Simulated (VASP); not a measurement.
A run of VASP 6.6.1:

POSCAR

```
Mo
1.0
   -1.5838089700      1.5838089700      1.5838089700
    1.5838089700     -1.5838089700      1.5838089700
    1.5838089700      1.5838089700     -1.5838089700
Mo
1
Direct
    0.0000000000      0.0000000000      0.0000000000
```

The input INCAR.step1:

```
SYSTEM = Mo
ALGO = Normal ; EDIFF = 1E-8
EDIFFG = -0.002 ; ENCUT = 600
GGA = CA ; IBRION = 2
ISIF = 3 ; ISMEAR = 0
LASPH = .True. ; LCHARG = .False.
LREAL = .False. ; LWAVE = .False.
NELM = 60 ; NSW = 40
PREC = Accurate ; SIGMA = 0.1
```

File INCAR.step2:

```
SYSTEM = Mo
ALGO = Normal ; EDIFF = 1E-8
ENCUT = 600 ; GGA = CA
IBRION = 6 ; ISIF = 3
ISMEAR = 0 ; LASPH = .True.
LCHARG = .False. ; LREAL = .False.
LWAVE = .False. ; NELM = 60
NFREE = 2 ; NSW = 1
POTIM = 0.015 ; PREC = Accurate
SIGMA = 0.1
```

The input KPOINTS:

```
k-points
0
Gamma
  8 8 8
  0 0 0
```

Potentials or basis: VASP PAW LDA potentials, release 64 (Mo_sv).

Run with:

```bash
$ cat potpaw_LDA.64/Mo_sv/POTCAR > POTCAR
$ cp INCAR.step1 INCAR
$ mpirun -np 1 vasp_std > vasp.out
$ cp CONTCAR POSCAR
$ cp INCAR.step2 INCAR
$ mpirun -np 1 vasp_std > vasp.out
```

Hardware: 1 thread of Intel(R) Xeon(R) Platinum 8559C (Emerald Rapids), with other jobs on the host.

Question: Estimate the wall time of this run.

Answer: Run time: 73 s on 1 thread of Intel(R) Xeon(R) Platinum 8559C (Emerald Rapids) (shared host), peak memory 0.18 GiB. Counts: scf iterations 139, k points 29, ion steps 7.
